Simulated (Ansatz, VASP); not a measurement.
## MgCd3Se4 in VASP and in Ansatz

```
Mg Cd Se
1.0
     6.14276    0.00000    0.00000
     0.00000    6.14276    0.00000
     0.00000    0.00000    6.14276
Mg Cd Se
1 3 4
Direct
  0.00000 0.00000 0.00000
  0.00000 0.50000 0.50000
  0.50000 0.00000 0.50000
  0.50000 0.50000 0.00000
  0.75532 0.75532 0.24468
  0.75532 0.24468 0.75532
  0.24468 0.75532 0.75532
  0.24468 0.24468 0.24468
```

Alike in both runs: task single point; functional PBE; k mesh 4 × 4 × 4; occupations gaussian, width 0.1 eV; no spin polarisation.

```csv
,VASP,Ansatz
version,VASP 6.6.1,Ansatz 0.2.0
potentials or method,"VASP PAW PBE potentials, release 64 (Mg, Cd, Se)","scalar-relativistic, plane waves, PAW"
plane-wave cutoff (eV),520,420
valence electrons in the cell,62,134
```

|  | VASP | Ansatz | Ansatz less VASP |
| --- | --- | --- | --- |
| gap on the k mesh at the Fermi level (eV) | 0.99 | 0.99 | +0.001 |
| least direct gap on the mesh (eV) | 0.99 | 0.99 | +0.001 |
| pressure (GPa) | 0.2 | 0.0 | -0.18 |
| rms of the force components (eV/Å) | 0.013 | 0.000 | -0.0130 |

Atom by atom the forces differ by 0.013 eV/Å (rms over components). The two sets of potentials don't hold the same shells in valence.

A hybrid or GW would open this gap; PBE tends to underestimate it.
